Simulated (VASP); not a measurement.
HfGe:

```
Hf Ge
1.0
     0.00000    2.77525    2.77525
     2.77525    0.00000    2.77525
     2.77525    2.77525    0.00000
Hf Ge
1 1
Direct
  0.75000 0.75000 0.75000
  0.00000 0.00000 0.00000
```

The cell was built by a generator and needn't be a form met in nature.

- Program: VASP 6.6.1
- Task: relaxation of cell and atoms
- Functional: PBE
- Potentials or basis: VASP PAW PBE potentials, release 64 (Hf_pv, Ge_d)
- Cutoff: 520 eV
- k mesh: 6 × 6 × 6
- Occupations: gaussian, width 0.15 eV
- Spin: no spin polarisation

At the start: pressure 30.2 GPa; volume 21.37 Å³/atom.

Q: How do energy, volume and symmetry change on relaxing?

A: Over 6 steps the energy falls by 519.9 meV/atom and the volume is 27.62 Å³/atom (+29.2 %); space group F-43m (No. 216, to 0.05 Å).

Step by step:
```
step  energy change (eV)  largest force (eV/Å)  pressure (GPa)  volume (Å³)
   1              0.0000                0.0000           30.20        42.75
   2             -0.4137                0.0000          -10.24        72.84
   3             -1.0448                0.0000           -1.08        56.98
   4             -1.0452                0.0000            0.76        56.27
   5             -1.0453                0.0000           -1.03        56.57
   6             -1.0399                0.0000            0.10        55.24
```

Final structure:
```
Hf Ge
1.0
     0.00000    3.02276    3.02276
     3.02276    0.00000    3.02276
     3.02276    3.02276    0.00000
Hf Ge
1 1
Cartesian
  4.5341 4.5341 4.5341
  3.0228 3.0228 0.0000
```

Caveat: the volume moved by over 15 % at a fixed basis, so the end points are rough.
